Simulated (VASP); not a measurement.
Calculation: PBE GGA, VASP's PBE PAW potentials (set 64) (plane waves; VASP).

Input for VASP

### KPOINTS
```
Automatic mesh
0
Gamma
6 6 6
0 0 0
```

INCAR:
```
SIGMA  =  0.1   # width (eV)
ALGO  =  Normal
GGA  =  PE
LREAL  =  F
LCHARG  =  F
ISIF  =  2   # forces and stress, cell fixed
PREC  =  Accurate
ENCUT  =  300   # plane-wave cut-off (eV)
LMAXMIX  =  6   # l cut-off of mixed one-centre charges
NELM  =  100
SYSTEM  =  LaTc3
LWAVE  =  F
ISMEAR  =  -1   # Fermi-Dirac
LASPH  =  T   # aspherical one-centre terms
EDIFF  =  1E-6   # SCF stop (eV)
```

File POSCAR:
```
LaTc3
4.3667170
  1.0000000000   0.0000000000   0.0000000000
  0.0000000000   1.0000000000   0.0000000000
  0.0000000000   0.0000000000   1.0000000000
Tc La
3 1
Cartesian
  0.0000000000   0.5000000000   0.5000000000
  0.5000000000   0.5000000000   0.0000000000
  0.5000000000   0.0000000000   0.5000000000
  0.0000000000   0.0000000000   0.0000000000
```

POTCAR, in this order: Tc_pv La (PBE.64 set). Program: vasp_std.

Output

**OSZICAR**
```
       N       E                     dE             d eps       ncg     rms          rms(c)
DAV:   1     0.523222337655E+03    0.52322E+03   -0.19221E+04  1608   0.159E+03
DAV:   2     0.279103065581E+02   -0.49531E+03   -0.47929E+03  1246   0.422E+02
DAV:   3    -0.289185238076E+02   -0.56829E+02   -0.53923E+02  1640   0.143E+02
DAV:   4    -0.358606812257E+02   -0.69422E+01   -0.62528E+01  2336   0.418E+01
DAV:   5    -0.365776030541E+02   -0.71692E+00   -0.63394E+00  1852   0.986E+00    0.213E+01
DAV:   6    -0.339769144733E+02    0.26007E+01   -0.10282E+02  1968   0.743E+01    0.739E+00
DAV:   7    -0.322709690155E+02    0.17059E+01   -0.87699E+00  1896   0.232E+01    0.360E+00
DAV:   8    -0.320905759877E+02    0.18039E+00   -0.12116E+00  2144   0.571E+00    0.235E+00
DAV:   9    -0.320527678647E+02    0.37808E-01   -0.32714E-01  1608   0.460E+00    0.463E-01
DAV:  10    -0.320605074335E+02   -0.77396E-02   -0.68560E-02  2078   0.147E+00    0.421E-01
DAV:  11    -0.320538196941E+02    0.66877E-02   -0.42960E-02  1870   0.139E+00    0.100E-01
DAV:  12    -0.320540160114E+02   -0.19632E-03   -0.17632E-03  1990   0.249E-01    0.520E-02
DAV:  13    -0.320540199518E+02   -0.39405E-05   -0.28829E-04  1794   0.873E-02    0.225E-02
DAV:  14    -0.320540190789E+02    0.87290E-06   -0.69442E-05  1736   0.579E-02    0.967E-03
DAV:  15    -0.320540169148E+02    0.21641E-05   -0.10731E-05  1682   0.217E-02    0.341E-03
DAV:  16    -0.320540167282E+02    0.18661E-06   -0.31408E-07   750   0.748E-03
   1 F= -.32054017E+02 E0= -.31876921E+02  d E =-.354192E+00
```

### OUTCAR
```
------------------------ aborting loop because EDIFF is reached ----------------------------------------
  FORCE on cell =-STRESS in cart. coord.  units (eV):
  Direction    XX          YY          ZZ          XY          YZ          ZX
  --------------------------------------------------------------------------------------
  Total       -7.7412950     -7.7412950     -7.7412950     -0.0000000     -0.0000000      0.0000000
  in kB     -148.9563623   -148.9563623   -148.9563623     -0.0000000     -0.0000000      0.0000000
  external PRESSURE =    -148.9563623 kB  Pullay stress =       0.0000000 kB
  volume of cell :       83.27
      direct lattice vectors                 reciprocal lattice vectors
     4.366717000  0.000000000  0.000000000     0.229004994  0.000000000  0.000000000
     0.000000000  4.366717000  0.000000000     0.000000000  0.229004994  0.000000000
     0.000000000  0.000000000  4.366717000     0.000000000  0.000000000  0.229004994
 POSITION                                       TOTAL-FORCE (eV/Angst)
 -----------------------------------------------------------------------------------
      0.00000      2.18336      2.18336         0.000000      0.000000      0.000000
      2.18336      2.18336      0.00000         0.000000      0.000000      0.000000
      2.18336      0.00000      2.18336         0.000000      0.000000      0.000000
      0.00000      0.00000      0.00000         0.000000      0.000000      0.000000
 -----------------------------------------------------------------------------------
    total drift:                                0.000000      0.000000      0.000000
  FREE ENERGIE OF THE ION-ELECTRON SYSTEM (eV)
  ---------------------------------------------------
  free  energy   TOTEN  =       -32.0540167282 eV

  energy  without entropy=      -31.6998250514  energy(sigma->0) =      -31.87692089
```
(Selected blocks of OUTCAR.)

At this cut-off the stress carries a Pulay error, which pulls relaxed volumes low.

The structure was generated: LaTc3 was put into an ordered model structure, which need not be its known phase. The cell was not relaxed at this level.
